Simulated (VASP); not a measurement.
Output of a VASP run:

### OSZICAR
```
...
DAV:  11    -0.777312173066E+01    0.46248E-09   -0.75216E-11  6632   0.131E-04
   8 F= -.77731217E+01 E0= -.77725539E+01  d E =-.886771E-04
       N       E                     dE             d eps       ncg     rms          rms(c)
DAV:   1    -0.777344481050E+01   -0.32308E-03   -0.41213E-02 19119   0.171E+00    0.958E-02
DAV:   2    -0.777321211375E+01    0.23270E-03   -0.84715E-04 14722   0.461E-01    0.503E-02
DAV:   3    -0.777312564619E+01    0.86468E-04   -0.32704E-04 17821   0.284E-01    0.113E-02
DAV:   4    -0.777312970665E+01   -0.40605E-05   -0.52673E-05 14020   0.910E-02    0.422E-03
DAV:   5    -0.777313020377E+01   -0.49711E-06   -0.22854E-06 17607   0.206E-02    0.120E-03
DAV:   6    -0.777313015250E+01    0.51265E-07   -0.51044E-07 14316   0.925E-03    0.726E-04
DAV:   7    -0.777313023177E+01   -0.79272E-07   -0.33914E-08 18590   0.240E-03    0.165E-04
DAV:   8    -0.777313027669E+01   -0.44917E-07   -0.47780E-09 13909   0.984E-04    0.564E-05
DAV:   9    -0.777313027899E+01   -0.23047E-08   -0.23838E-10  6680   0.165E-04    0.109E-05
DAV:  10    -0.777313027844E+01    0.54979E-09   -0.49448E-11  6620   0.890E-05
   9 F= -.77731303E+01 E0= -.77725654E+01  d E =-.972249E-04
       N       E                     dE             d eps       ncg     rms          rms(c)
DAV:   1    -0.777420563106E+01   -0.10754E-02   -0.31608E-02 14191   0.282E+00    0.170E-01
DAV:   2    -0.777329699901E+01    0.90863E-03   -0.18365E-03 14125   0.678E-01    0.700E-02
DAV:   3    -0.777312427686E+01    0.17272E-03   -0.78917E-04 16484   0.412E-01    0.773E-03
DAV:   4    -0.777312183107E+01    0.24458E-05   -0.17704E-05 13221   0.415E-02    0.385E-03
DAV:   5    -0.777311956854E+01    0.22625E-05   -0.46187E-06 14799   0.212E-02    0.265E-03
DAV:   6    -0.777311898225E+01    0.58629E-06   -0.33427E-07 15554   0.715E-03    0.388E-04
DAV:   7    -0.777311926858E+01   -0.28633E-06   -0.56807E-08 14777   0.226E-03    0.163E-04
DAV:   8    -0.777311928645E+01   -0.17871E-07   -0.23266E-09 10825   0.453E-04    0.393E-05
DAV:   9    -0.777311926612E+01    0.20326E-07   -0.27371E-10  6695   0.206E-04    0.159E-05
DAV:  10    -0.777311927666E+01   -0.10540E-07   -0.76391E-11  6596   0.105E-04    0.831E-06
DAV:  11    -0.777311927717E+01   -0.51432E-09   -0.19557E-11  6563   0.596E-05
  10 F= -.77731193E+01 E0= -.77725528E+01  d E =0.110013E-04
       N       E                     dE             d eps       ncg     rms          rms(c)
DAV:   1    -0.777367676338E+01   -0.55749E-03   -0.15816E-02 14188   0.199E+00    0.120E-01
DAV:   2    -0.777321183106E+01    0.46493E-03   -0.92477E-04 14125   0.480E-01    0.496E-02
DAV:   3    -0.777312723526E+01    0.84596E-04   -0.39433E-04 16476   0.291E-01    0.544E-03
DAV:   4    -0.777312973033E+01   -0.24951E-05   -0.88575E-06 13196   0.292E-02    0.273E-03
DAV:   5    -0.777313233633E+01   -0.26060E-05   -0.23057E-06 14746   0.149E-02    0.186E-03
DAV:   6    -0.777313273853E+01   -0.40220E-06   -0.16527E-07 15540   0.496E-03    0.275E-04
DAV:   7    -0.777313253678E+01    0.20175E-06   -0.28160E-08 14593   0.162E-03    0.115E-04
DAV:   8    -0.777313252446E+01    0.12325E-07   -0.10778E-09  8212   0.321E-04    0.261E-05
DAV:   9    -0.777313253776E+01   -0.13303E-07   -0.16823E-10  6635   0.175E-04    0.116E-05
DAV:  10    -0.777313253238E+01    0.53833E-08   -0.46345E-11  6575   0.851E-05    0.463E-06
DAV:  11    -0.777313253178E+01    0.59526E-09   -0.15610E-11  6566   0.529E-05
  11 F= -.77731325E+01 E0= -.77725672E+01  d E =-.225334E-05
```

**OUTCAR**
```
------------------------ aborting loop because EDIFF is reached ----------------------------------------
  FORCE on cell =-STRESS in cart. coord.  units (eV):
  Direction    XX          YY          ZZ          XY          YZ          ZX
  --------------------------------------------------------------------------------------
  Total       -0.0006299      0.0003894      0.0002769      0.0000000      0.0000000     -0.0003386
  in kB       -0.0136826      0.0084576      0.0060137      0.0000000      0.0000000     -0.0073560
  external PRESSURE =       0.0002629 kB  Pullay stress =       0.0000000 kB
  volume of cell :       73.76
      direct lattice vectors                 reciprocal lattice vectors
     4.267146899 -2.290909479  0.023986196     0.117700879 -0.218253931 -0.093676334
     4.267146899  2.290909479  0.023986196     0.117700879  0.218253931 -0.093676334
     3.016056100  0.000000000  3.789563881    -0.001489985  0.000000000  0.265068464
 POSITION                                       TOTAL-FORCE (eV/Angst)
 -----------------------------------------------------------------------------------
      2.69939      0.00000      0.89686        -0.000322     -0.000000     -0.000107
      8.85096      0.00000      2.94068         0.000322      0.000000      0.000107
 -----------------------------------------------------------------------------------
    total drift:                                0.000000     -0.000000      0.000000
  FREE ENERGIE OF THE ION-ELECTRON SYSTEM (eV)
  ---------------------------------------------------
  free  energy   TOTEN  =        -7.7731325318 eV

  energy  without entropy=       -7.7720018045  energy(sigma->0) =       -7.77256717

 reached required accuracy - stopping structural energy minimisation
```
(Selected blocks of OUTCAR.)

### POSCAR
```
Bi
1
    4.2487190000    -2.3202720000     0.0000000000
    4.2487190000     2.3202720000     0.0000000000
    2.9815930000     0.0000000000     3.8138410000
Bi
2
Direct
  0.2340000000   0.2340000000   0.2340000000
  0.7660000000   0.7660000000   0.7660000000
```

Question: Reconstruct the remaining input files.

Answer: This is not unique; one that fits is the input of the run itself, PBE GGA, plane waves, VASP's PBE PAW potentials (set 64).

**INCAR**
```
ALGO  =  Normal
EDIFF  =  1E-09
EDIFFG  =  -0.005
ENCUT  =  420
GGA  =  PE
IBRION  =  2
ISIF  =  3
ISMEAR  =  0
LASPH  =  T
LCHARG  =  F
LMAXMIX  =  4
LREAL  =  F
LWAVE  =  F
NELM  =  100
NSW  =  50
PREC  =  Accurate
SIGMA  =  0.1
SYSTEM  =  Bi
```

File KPOINTS:
```
Automatic mesh
0
G
  15 15 15
0 0 0
```

POTCAR, in this order: Bi_d (PBE.64 set). Program: vasp_std.

The structure is a typed Bi crystal. This run relaxes it. Symmetry was kept, so distortions that lower it aren't found. The run is one of a series of settings (EDIFF = 1E-09, EDIFFG = -0.005, ENCUT = 420, IBRION = 2, ISIF = 3, NSW = 50, KPOINTS 15×15×15 Γ-centred mesh against the base run), some of them coarse on purpose.
